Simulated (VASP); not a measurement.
Given:

```yaml
crystal:
  lattice:
    - [0.00000, 2.07765, 2.07765]
    - [2.07765, 0.00000, 2.07765]
    - [2.07765, 2.07765, 0.00000]
  atoms:
    - { symbol: Au, position: [0.00000, 0.00000, 0.00000] }
```

Calculation: PBE GGA, VASP's PBE PAW potentials (set 64) (plane waves; VASP). Run with PREC = Normal, EDIFF = 1E-5, 400 eV cut-off, 17×17×17 Γ-centred mesh, first-order Methfessel-Paxton smearing of 0.10 eV, potentials Au.

Unless said otherwise, spin-orbit coupling is left out, though it shifts the bands of the heavy elements here.

Question: Predict the energy per atom (σ→0), band gap (on the k-mesh) with the smallest direct gap where there is one.

Answer: 
```
Quantity                                                     Value
------------------------  ----------------------------------------
band gap (on the k-mesh)  none (metal, semimetal or under 0.01 eV)
energy per atom (σ→0)                               -3.219 eV/atom
```

Only differences to runs with the same potentials and settings are physical.

The compound is Au in the fcc structure. It was relaxed first, which changed the volume by +6 %.
